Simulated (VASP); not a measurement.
VASP runs on Br (space group Cmce) share one base input (PBE GGA, plane waves, VASP's PBE PAW potentials (set 64)) and change the settings named in each case.

**POSCAR**
```
Br
1
    2.2888320000    -3.4077030000     0.0000000000
    2.2888320000     3.4077030000     0.0000000000
    0.0000000000     0.0000000000     8.9100960000
Br
4
Direct
  0.8610000000   0.8610000000   0.8890000000
  0.6390000000   0.6390000000   0.3890000000
  0.3610000000   0.3610000000   0.6110000000
  0.1390000000   0.1390000000   0.1110000000
```

INCAR:
```
SIGMA = 0.02   ! width (eV)
ENCUT = 300
LCHARG = .False.
PREC = Accurate
LASPH = .True.
SYSTEM = Br
EDIFF = 1E-6   ! SCF stop (eV)
GGA = PE
LWAVE = .False.
NELM = 100   ! most electronic steps
ISIF = 2   ! forces and stress, cell fixed
ALGO = Normal
LMAXMIX = 4   ! l cut-off of mixed one-centre charges
ISMEAR = -1   ! Fermi-Dirac
LREAL = .False.   ! projection in real space or not
```

File KPOINTS:
```
Automatic mesh
0
Gamma
  5 5 2
0 0 0
```

POTCAR, in this order: Br (PBE.64 set). Program: vasp_std.

```tsv
change	E(σ→0) (eV/atom)	pressure (GPa)	largest force (eV/Å)
base run	-1.6079	0.03	0.152
GGA removed, POTCAR Br (LDA.64 set)	-2.0162	-2.87	0.144
GGA_COMPAT = .FALSE., LNONCOLLINEAR = .TRUE., LSORBIT = .TRUE., MAGMOM = 0.0 0.0 0.0 0.0 0.0 0.0 0.0 0.0 0.0 0.0 0.0 0.0, program vasp_ncl	-1.6408	…	…
KPOINTS 6×6×3 Γ-centred mesh	-1.6083	0.03	0.155
```

### Question
What belongs in the gaps?

### Answer

- GGA_COMPAT = .FALSE., LNONCOLLINEAR = .TRUE., LSORBIT = .TRUE., MAGMOM = 0.0 0.0 0.0 0.0 0.0 0.0 0.0 0.0 0.0 0.0 0.0 0.0, program vasp_ncl, pressure (GPa): 0.13
- GGA_COMPAT = .FALSE., LNONCOLLINEAR = .TRUE., LSORBIT = .TRUE., MAGMOM = 0.0 0.0 0.0 0.0 0.0 0.0 0.0 0.0 0.0 0.0 0.0 0.0, program vasp_ncl, largest force (eV/Å): 0.187

Energies of different potentials or functionals have different zeros.

Left out are runs that ran out of time, are held back, or changed the cell or the kind of run, fixed moments of cells without a moment, rows past the twelfth, gaps on odd meshes, pressures of charged cells and columns that move by less than the noise.

The structure is a typed Br crystal. The cell was not relaxed at this level, forces remain on its atoms, its lattice was scaled by up to 2.5 %.
